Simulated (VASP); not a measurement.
## Zr3MoC in VASP: the effect of dispersion

Crystal: Zr3MoC.

```xyz
5
Lattice="4.9425 0.0000 0.0000 0.0000 4.9425 0.0000 0.0000 0.0000 4.9425" Properties=species:S:1:pos:R:3 pbc="T T T"
Zr    2.4713    0.0000    0.0000
Zr    0.0000    2.4713    0.0000
Zr    0.0000    0.0000    2.4713
Mo    0.0000    0.0000    0.0000
C     2.4713    2.4713    2.4713
```

The cell was built by a generator and needn't be a form met in nature.

Alike in all runs:

```yaml
Program: VASP 6.6.1
Task: relaxation of cell and atoms
Functional: PBE
Potentials_or_basis: VASP PAW PBE potentials, release 64 (Zr_sv, Mo_sv, C)
Cutoff: 600 eV
k_mesh: 5 × 5 × 5
Occupations: fermi-dirac, width 0.05 eV
Spin: no spin polarisation
```

Each run relaxes the cell or the atoms first.

| dispersion | relaxed volume (Å³/atom) |
| --- | --- |
| none | 24.45 |
| D2 | 23.59 |
| D3 | 23.54 |
| D3(BJ) | 23.53 |
| D4 | 23.96 |
| TS | ? |
| dDsC | 23.95 |
| rVV10 | 24.15 |

What does the run with dispersion TS give?

Relaxed volume 22.39 Å³/atom.

Caveats: pairwise dispersion overbinds metals, which lowers pressure and volume (some runs); atom-pairwise D2, TS and ULG terms overbind metals (some runs); the relaxation stopped at its first step, so nothing moved (some runs).
